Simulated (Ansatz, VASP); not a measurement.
# Cross-check of W2S2N (W2NS2 MXene monolayer) between VASP and Ansatz

One calculation is typed for both programs; each brings its own data sets. How far apart do they land? The structure shown is the start of the Ansatz relaxation below; VASP solves that cell, so the two are compared at the walk's first step.

Main program and level: Ansatz 0.2.0; plane waves, with VASP 6.6.1 beside it; single point at PBEsol with D3(BJ).

### 1. Set-up

The cell holds 5 atoms: 2 S, 2 W and 1 N. Its edges and angles: a = 3.054 Å, b = 3.054 Å, c = 42.977 Å, α = 90.0°, β = 90.0°, γ = 120.0°. Vacuum lies along c.

### 2. Ansatz: relaxation, PBEsol with D3(BJ)

Ansatz runs on its default PAW (the set named soft_2) files.

The two programs are compared at the cell with which this relaxation starts, whose forces are those of its first step.

The input, input.yaml:

```yaml
crystal:
  lattice:
    - [3.053908, 0.0, 0.0]
    - [-1.526954, 2.6447619088, 0.0]
    - [0.0, 0.0, 42.9772096949]
  atoms:
    - { symbol: S, position: [0.3333333333, 0.6666666667, 0.4304607054] }
    - { symbol: W, position: [0.6666666667, 0.3333333333, 0.4719620994], spin: 1.0 }
    - { symbol: "N", position: [0.0, 0.0, 0.5] }
    - { symbol: W, position: [0.3333333333, 0.6666666667, 0.5280379006], spin: 1.0 }
    - { symbol: S, position: [0.6666666667, 0.3333333333, 0.5695392946] }
  periodic: [true, true, false]
magnetization:
  spin_polarized: true
kpoints:
  mp_grid: { grid: [12, 12, 1] }
hamiltonian:
  xc: pbesol
  dispersion: d3bj
scf:
  occupations: { method: fermi_dirac, width: 0.05 }
  convergence: { dr2_threshold: 1.0e-09 }
relax:
  f_tol: 0.004
  max_steps: 90
  cell: {}
output:
  write_potential: true
  write_density: true
  volumetric_format: npy
```

Command:

```bash
ansatz run input.yaml --threads 4 --pin off --max-ram 12288MiB --backend cpu --events-out ev --progress --plain --runs-dir out
```

Numbers of over 12 decimals in the logs are rounded to 6 here.

The program printed:

```text
Warning: relax.cell: scf.convergence.dr2_threshold = 1e-9 eV is looser than the 1.95870095071e-10 eV advised for a relaxation that steers and ends on the stress (1e-10 eV for each atom of the cell: 5, times the square of relax.cell.stress_2d_tol = 0.05 N/m over 16.0 Å (the atoms' height at the walk's start and 5 Å past either face), 3.129e-2 GPa, over a crystal's default 0.05). What an SCF threshold leaves in a stress goes as its square root, and in the free energy as the threshold itself, and one threshold admits the most on a small cell: [figures from the program's tests cut] Set scf.convergence.dr2_threshold to 1.95870095071e-10 eV or tighter. [rest of the remark cut]
Engine: ansatz 0.2.0, aarch64-unknown-linux-gnu
Pseudopotentials: kind: paw
Pseudopotential: S, paw, valence charge 6, recommended cutoff 420 eV (normal), S.paw.azcp
Pseudopotential: W, paw, valence charge 14, recommended cutoff 420 eV (normal), W.paw.azcp
Pseudopotential: N, paw, valence charge 5, recommended cutoff 420 eV (normal), N.paw.azcp
Functional definition: PBEsol
  exchange = pbesol_x
  correlation = pbesol_c
Crystal: 5 atoms, lattice volume = 347.121 Å³
Basis set: ecut = 420 eV, 6731 PW (Γ), exchange–correlation on 48×48×576 points (8 copies of the dense FFT grid, shifted against one another)
Bands: 29, of which v1, the nominal top of the filled ones, is band 23 counted from 1 (22 counted from 0)
Symmetry: 12 space group operations
Space group: P-3m1 (ITA 164), of the structure as read, at distance tolerance 7.0e-5 Å
Magnetic group: BNS 164.85 (UNI 1315), of the structure as read, at distance tolerance 7.0e-5 Å
k-points: 19 of 144
Non-local potential: S, projectors of the file, l = 0: 2, l = 1: 2, l = 2: 2
Non-local potential: W, projectors of the file, l = 0: 3, l = 1: 2, l = 2: 2, l = 3: 1
Non-local potential: N, projectors of the file, l = 0: 2, l = 1: 2, l = 2: 1
PAW form: soft (Blöchl's): semilocal exchange-correlation on the pseudo side does not see the compensation charge
PAW frozen core: S, regenerated for the run's functional, and the local potential with it (the file was generated under x = pbe(κ = 0.804, μ = 0.219515), c = pbe(β = 0.066725))
PAW frozen core: W, regenerated for the run's functional, and the local potential with it (the file was generated under x = pbe(κ = 0.804, μ = 0.219515), c = pbe(β = 0.066725))
PAW frozen core: N, regenerated for the run's functional, and the local potential with it (the file was generated under x = pbe(κ = 0.804, μ = 0.219515), c = pbe(β = 0.066725))
PAW one-centre angular grid: S, 110 points (default); XC on 64 Gauss nodes
PAW one-centre angular grid: W, 590 points (default); XC on 64 Gauss nodes
PAW one-centre angular grid: N, 110 points (default); XC on 64 Gauss nodes
Initial density: superposition of atomic densities (neutral atoms: chi_scale 0, normalization atom)
Starting moments: Σ|m| = 2 μB on 2 of 5 sites
Initial wavefunctions: pseudopotential atomic-orbital guess
Functional: x = pbesol(κ = 0.804, μ = 0.123457), c = pbesol(β = 0.046)
SCF iter   1: F=—  HF=-22665.603955 eV  |F-HF|=—  |Δ(HF+E_count)|=         —  Δρ=2.24e-2 (↑2.24e-2 ↓1.80e-2)  dr2=6.93e0  dr2_m=9.79e-2  M=0.967 μB ∫|m|=1.103 μB  β_m=0.30  ethr=3.10e-3  ⟨swp⟩=16.6  Hψ=9272  notcnv=0
Mixer restart at iter 1: flushing history
preconditioner: auto → LDOS  [metal: Δε(μ)=0.067 eV  Ē_g=9.368 eV  σ=0.050 eV  W_gap=0.32  n_scr=26 (ndim 8)  ℏωp=10.7 eV  f_vac=0.769  D(μ)=2.89/eV (n_scr^D=16)]
spin=Collinear: LDOS preconditioning applied to the charge; magnetization (m = ρ↑ − ρ↓) channel mixes plain (no charge-response kernel on spin).
SCF iter   2: F=—  HF=-22664.735817 eV  |F-HF|=—  |Δ(HF+E_count)|=   8.68e-1  Δρ=1.63e-2 (↑1.63e-2 ↓1.31e-2)  dr2=3.72e0  dr2_m=6.04e-2  M=0.865 μB ∫|m|=0.984 μB  β_m=0.58  ethr=3.10e-3  ⟨swp⟩=3.8  Hψ=2345  notcnv=0  defer=26
SCF iter   3: F=—  HF=-22663.986449 eV  |F-HF|=—  |Δ(HF+E_count)|=   7.49e-1  Δρ=3.63e-3 (↑3.63e-3 ↓3.33e-3)  dr2=2.25e-1  dr2_m=1.28e-2  M=0.506 μB ∫|m|=0.577 μB  β_m=0.56  ethr=3.10e-3  ⟨swp⟩=3.9  Hψ=2559  notcnv=0  defer=26
SCF iter   4: F=—  HF=-22664.037985 eV  |F-HF|=—  |Δ(HF+E_count)|=         —  Δρ=3.04e-3 (↑2.55e-3 ↓3.04e-3)  dr2=1.83e-2  dr2_m=2.19e-2  M=0.146 μB ∫|m|=0.185 μB  β_m=0.56  ethr=5.00e-4  ⟨swp⟩=3.8  Hψ=2914  notcnv=0  defer=19
[...]
SCF iter   1: F=—  HF=-22664.716643 eV  |F-HF|=—  |Δ(HF+E_count)|=         —  Δρ=8.67e-7 (↑8.34e-7 ↓8.67e-7)  dr2=4.29e-9  dr2_m=2.01e-11  M=0.000 μB ∫|m|=0.000 μB  β_m=0.65  ethr=2.82e-7  ⟨swp⟩=7.3  Hψ=15662  notcnv=0
eigensolver tolerance schedule: the retry pair's looser diagonalisation over-reported the residual by 29523.70 of it (diagonalisation noise at an unbounded share of the residual, at the tolerance the schedule requests for it); recorded, not acted on — ethr = c·dr2/N_el stays at c = 1.0e-1
preconditioner: auto → LDOS  [metal: Δε(μ)=0.044 eV  Ē_g=9.034 eV  σ=0.050 eV  W_gap=0.21  n_scr=22 (ndim 8)  ℏωp=11.1 eV  f_vac=0.769  D(μ)=2.33/eV (n_scr^D=14)]
spin=Collinear: LDOS preconditioning applied to the charge; magnetization (m = ρ↑ − ρ↓) channel mixes plain (no charge-response kernel on spin).
SCF iter   2: F=—  HF=-22664.716807 eV  |F-HF|=—  |Δ(HF+E_count)|=   1.64e-4  Δρ=4.90e-7 (↑4.90e-7 ↓4.75e-7)  dr2=3.48e-9  dr2_m=5.12e-12  M=0.000 μB ∫|m|=0.000 μB  β_m=0.35  ethr=9.54e-12  ⟨swp⟩=8.3  Hψ=6027  notcnv=0
SCF iter   3: F=—  HF=-22664.716807 eV  |F-HF|=—  |Δ(HF+E_count)|=   3.53e-9  Δρ=3.41e-7 (↑3.41e-7 ↓3.26e-7)  dr2=6.47e-10  dr2_m=5.03e-12  M=0.000 μB ∫|m|=0.000 μB  β_m=0.68  ethr=7.74e-12  ⟨swp⟩=3.3  Hψ=1978  notcnv=0
SCF iter   4: F=-22664.716807 eV  HF=-22664.716807 eV  |F-HF|=2.55e-10  |Δ(HF+E_count)|=  4.69e-10  Δρ=1.21e-7 (↑1.15e-7 ↓1.21e-7)  dr2=1.14e-10  dr2_m=6.46e-13  M=0.000 μB ∫|m|=0.000 μB  ethr=1.44e-12  ⟨swp⟩=15.8  Hψ=11123  notcnv=0
the starting moments were not kept: the SCF closed with an absolute magnetisation of 1.6e-6 μB, where they sum to 2 μB in size (2 sites). That is at most 0.1 of that sum. Measured as dr2_m measures the in/out step, that magnetisation stands 2.4e-13 eV from none, at or under the dr2_threshold of 1.0e-9 eV: it is no larger than a step whose dr2_m would equal this threshold.
SCF 10 converged in 4 iterations: F = -22664.716807 eV  dr2 = 1.14e-10
relax step  10: F+E_penalty+E_count = -22664.71680736 eV  Δ(F+E_penalty+E_count) = +5.858e-5 eV  max|allowed force component| = 1.440e-4 eV/Å  Δτ_max = 0.0000 Å  P = -0.004 N/m  Ω = 324.097 Å³  fix = [c, alpha, beta]  reactions: c -0.000 N/m  stress off target by 4.09e-3 N/m on what of the cell is left free  SCF on the basis re-selected at this cell (its energy is not comparable with the rows above)  (4 SCF iters)
basis re-selected at this cell: Δ(F+E_penalty+E_count) = +5.858e-5 eV, ΔP = -0.001 N/m vs the last step (what re-selecting the basis moved, of the pressure what is left beyond the Pulay correction that the steps carried, after the strain that the cell walked since its last selection, with what the two solves' SCF thresholds leave and, on support functions, any second-order correction that the steps lacked; it is no m [...]
WARN: The input density's exchange-correlation potential varies sharply where the density is thin. Do not read a vacuum level from v_tot or v_xc, or from such a field of the output density. On a cell that repeats whose density bears no net charge and no dipole along the vacuum's axis use v_es (v_loc + v_h of the components); under efield.dipole_correction with no amplitude use v_es + v_field, which holds any external [...]
SCF converged after 4 iterations
Magnetization: 0.0000 μB (22.5000 up, 22.5000 down)
Absolute magnetization: 0.0000 μB (∫|ρ↑−ρ↓|, with the PAW one-centre terms)
Spin contamination: 0.0000 ħ² per cell (⟨S²⟩ above its minimum at these occupations)
Per-site moments (μB) at R_I (Å): [(-1.1785254932362598e-7, 0.982329), (3.636127202193256e-7, 0.911377), (1.5443700663861764e-8, 0.911377), (3.636127202406489e-7, 0.911377), (-1.1785254930614724e-7, 0.982329)]
Free energy (F): -22664.716807 eV
Harris-Foulkes:  -22664.716807 eV  (|F-HF|=2.55e-10)
Internal energy: -22664.697919 eV  (E = F + TS)
E sigma→0 (E₀):  -22664.707363 eV
Entropy (-TS):   -0.018888 eV (-3.778 meV/atom)
Fermi energy:    -4.994220 eV
--- Per-component energies (eV) ---
  E_band       = -1182.616283
  E_kinetic    = 1254.805817
  E_local      = -206965.140717  (includes V_loc(G=0)·N_el)
  E_nonlocal   = 109.994456
  E_hartree    = 102717.028184
  E_xc         = -785.337713
  E_vxc        = -732.150082  (∫ρ·V_xc dr)
  E_paw        = -18163.394157  (= ΣΔE_a)
  E_vpaw       = -284.183082  (= ΣTr[D̂ρ^β])
  E_aug_tail   = -0.000037  (compensation charges beyond the density's cutoff)
  E_ewald      = 99168.395940
  E_disp       = -1.645273  (pairwise vdW)
  E_core_change = 0.595582  (= ΣΔE_core)
  E_smearing   = -0.018888  (= −TS)
  E_closure    = 0.000000  (closes the sum)
  Σ components = -22664.716807   (vs F -22664.716807, Δ=0.00e0)
--- Forces (eV/Å), atoms counted from 1 ---
  atom   1  S      0.00000000    -0.00000000    -0.00014402
  atom   2  W      0.00000000     0.00000000    -0.00008581
  atom   3  N     -0.00000000    -0.00000000     0.00000000
  atom   4  W      0.00000000    -0.00000000     0.00008581
  atom   5  S     -0.00000000     0.00000000     0.00014402
  max |Σ_I F_I| component: 4.63e-18 eV/Å
--- 2D stress c σ (N/m, compression-positive) ---
       -0.004091       0.000000      -0.000000
        0.000000      -0.004091       0.000000
       -0.000000       0.000000      -0.000000
  P = ½ c Tr σ = -0.0041 N/m
--- Band table (eV; the first three rows and the last of 38) ---
  k-point 0 ↑: bands = [... 19 lower, -5.6473, -5.6252, -5.6252, -5.5730, -5.5730, -4.7486, -4.7486, -2.1434, ... 2 higher]
  k-point 1 ↑: bands = [... 19 lower, -6.6996, -6.4053, -5.4927, -5.2007, -4.8855, -4.7904, -4.6793, -2.4473, ... 2 higher]
  k-point 2 ↑: bands = [... 19 lower, -7.0516, -6.8585, -6.1132, -5.2496, -5.0233, -4.2508, -3.8426, -2.5094, ... 2 higher]
  k-point 18 ↓: bands = [... 19 lower, -9.2594, -5.2599, -4.7040, -4.7040, -4.1957, -3.1592, -3.1592, -2.2246, ... 2 higher]
  the weakly bound empty levels are not read free of the cell's end (no_gap_told)
--- Relaxed structure (8 steps of the walk, 8 accepted, 2 SCFs on fresh bases) ---
  F+E_penalty+E_count = -22664.71680736 eV   max|allowed force component| = 1.440e-4 eV/Å   (the final SCF, on the basis selected at the relaxed cell)
  cell:  # Å, volume = 324.0972 Å³
    - [2.950892, 0, 0]
    - [-1.475446, 2.555547, 0]
    - [0, 0, 42.9772096949]
  atoms:
    - { symbol: S, position: [0.333333, 0.666667, 0.428553] }
    - { symbol: W, position: [0.666667, 0.333333, 0.467268] }
    - { symbol: N, position: [0, 0, 0.500000] }
    - { symbol: W, position: [0.333333, 0.666667, 0.532732] }
    - { symbol: S, position: [0.666667, 0.333333, 0.571447] }
```

The column dr2 measures how far the density is from self-consistency, as an energy; F and HF (Harris–Foulkes) agree once it is small.

(Continued in part 2 of 2.)

[Lines on the potential files, build, host, timing and source positions are cut from VASP's logs without a mark.]

[Logs are printed without paths, hosts, clocks, repeated set-up lines and the standing remarks that a program may print on its own settings, such as how far it seeks lower states.]

[Hosts, paths, dates, database ids (printed as entryN), source tags and the programs' standing remarks are cut or masked in the printed files.]
